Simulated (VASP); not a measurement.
Here is the system:

```
Cs2SnI6
1.0
    0.00000     5.79787     5.79787
    5.79787     0.00000     5.79787
    5.79787     5.79787     0.00000
Cs Sn I
2 1 6
Direct
  0.25000   0.25000   0.25000
  0.75000   0.75000   0.75000
  0.00000   0.00000   0.00000
  0.24495   0.75505   0.75505
  0.75505   0.24495   0.24495
  0.75505   0.24495   0.75505
  0.24495   0.75505   0.24495
  0.75505   0.75505   0.24495
  0.24495   0.24495   0.75505
```

The numbers are results of LDA (Ceperley-Alder, Perdew-Zunger), VASP's LDA PAW potentials (set 64) (plane waves; VASP 6.6.1), not measurements. Settings: 300 eV cut-off, 3×3×3 Γ-centred mesh, Fermi-Dirac smearing of 0.020 eV, potentials Cs_sv Sn_d I.

Unless said otherwise, spin-orbit coupling is left out, though it shifts the bands of the heavy elements here.

Task: Estimate the energy per atom (σ→0), band gap (on the k-mesh) with the smallest direct gap where there is one.

Result: 
```json
{
 "band gap (on the k-mesh)": "none (metal, semimetal or under 0.01 eV)",
 "energy per atom (σ→0)": "-2.973 eV/atom"
}
```

The structure comes from a computed database's Cs2SnI6 entry; how it stands against other phases isn't given here. The cell was not relaxed at this level. The k-mesh is coarse (spacing up to 0.31 per Å, 2π included), so the numbers may not be converged in it.
